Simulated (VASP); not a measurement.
An input for Quantum ESPRESSO's pw.x (written as the equivalent of a VASP run, and not itself run):

```
&CONTROL
  calculation = 'scf'
  pseudo_dir = './pseudo'
  outdir = './out'
  tprnfor = .true.
  tstress = .true.
/
&SYSTEM
  ibrav = 0
  nat = 1
  ntyp = 1
  ecutwfc = 82
  occupations = 'smearing'
  smearing = 'methfessel-paxton'
  degauss = 0.00735
  input_dft = 'pbe'
  vdw_corr = 'grimme-d3'
  dftd3_version = 3
  dftd3_threebody = .false.
/
&ELECTRONS
  conv_thr = 7.3e-09
  electron_maxstep = 100
/
ATOMIC_SPECIES
  Pd 106.420 Pd.upf
CELL_PARAMETERS angstrom
     0.0000000    1.9235017    1.9235017
     1.9235017    0.0000000    1.9235017
     1.9235017    1.9235017    0.0000000
ATOMIC_POSITIONS crystal
  Pd   0.0000000  0.0000000  0.0000000
K_POINTS automatic
  16 16 16 0 0 0
```

Write the VASP files for the same calculation (PBE-D3 (zero damping)).

Several could match; the one computed here: 
**INCAR**
```
SYSTEM = Pd
PREC = Accurate; ENCUT = 520; LREAL = .FALSE.
LASPH = .TRUE.
EDIFF = 1E-7; NELM = 100; ALGO = Normal
LMAXMIX = 4
ISMEAR = 1; SIGMA = 0.1
GGA = PE; IVDW = 11
ISIF = 2
LWAVE = .FALSE.; LCHARG = .FALSE.
```

POSCAR:
```
Pd
1
    0.0000000000     1.9235016531     1.9235016531
    1.9235016531     0.0000000000     1.9235016531
    1.9235016531     1.9235016531     0.0000000000
Pd
1
Direct
  0.0000000000   0.0000000000   0.0000000000
```

### KPOINTS
```
Automatic mesh
0
Gamma
16 16 16
0 0 0
```

POTCAR, in this order: Pd (PBE.64 set). Program: vasp_std.

Limits of the translation: the potentials are each code's own (VASP's PAW set, PseudoDojo norm-conserving files in pw.x), so ENCUT and ecutwfc are chosen apart and not converted; conv_thr bounds pw.x's estimated SCF error, while EDIFF bounds the energy change between steps.

The compound is Pd in the fcc structure. This cell is one point of a volume scan, at 0.97 of the reference volume.
